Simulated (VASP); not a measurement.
Consider the following.

```yaml
crystal:
  lattice:
    - [0.00000, 1.79069, 1.79069]
    - [1.79069, 0.00000, 1.79069]
    - [1.79069, 1.79069, 0.00000]
  atoms:
    - { symbol: Cu, position: [0.00000, 0.00000, 0.00000] }
```

The numbers are results of vdW-DF-cx, VASP's PBE PAW potentials (set 64) (plane waves; VASP 6.6.1), not measurements. Numerical set-up: 520 eV cut-off, 19×19×19 Γ-centred mesh, tetrahedra with Blöchl corrections, potentials Cu.

### Question
Tabulate the total density of states (states/eV per cell) against energy (eV; zero at the valence-band maximum or, without a gap, the Fermi level).

### Answer

```
E (eV)  DOS (states/eV)
------  ---------------
-9.93              0.00
-9.61              0.00
-9.29              0.04
-8.85              0.06
-8.53              0.08
-8.21              0.09
-7.88              0.11
-7.56              0.12
-7.23              0.14
-6.80              0.16
-6.48              0.19
-6.15              0.23
-5.83              0.28
-5.50              0.41
-5.07              1.03
-4.75              1.24
-4.42              2.06
-4.10              1.70
-3.78              1.86
-3.45              3.08
-3.02              4.29
-2.69              2.50
-2.37              3.70
-2.05              3.02
-1.72              5.52
-1.40              0.42
-0.97              0.36
-0.64              0.33
-0.32              0.31
0.01               0.30
0.33               0.28
0.76               0.27
1.09               0.27
1.41               0.26
1.74               0.25
2.06               0.24
2.38               0.22
2.81               0.19
3.14               0.17
3.46               0.16
```
Within 2 eV below the Fermi level the largest weight inside VASP's projection spheres is Cu d.

The compound is Cu in the fcc structure. It was relaxed first.
